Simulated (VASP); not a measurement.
```
KZnF3
1.0
    3.98289     0.00000     0.00000
    0.00000     3.98289     0.00000
    0.00000     0.00000     3.98289
K Zn F
1 1 3
Cartesian
  0.00000   0.00000   0.00000
  1.99144   1.99144   1.99144
  1.99144   0.00000   1.99144
  0.00000   1.99144   1.99144
  1.99144   1.99144   0.00000
```

Calculation: PBEsol GGA, VASP's PBE PAW potentials (set 64) (plane waves; VASP). Run with 620 eV cut-off, 6×6×6 Γ-centred mesh, Gaussian smearing of 0.050 eV, potentials K_sv Zn F.

Predict the energy per atom (σ→0), pressure, band gap (on the k-mesh) with the smallest direct gap where there is one.

- band gap (on the k-mesh) = 3.76 eV
- smallest direct gap (on the k-mesh) = 5.92 eV
- energy per atom (σ→0) = -4.257 eV/atom
- pressure = 5.06 GPa

The absolute energy has meaning only against runs of the same code, potentials and settings.

The compound is KZnF3 in the cubic perovskite structure. It was relaxed first under an external pressure of 5 GPa.
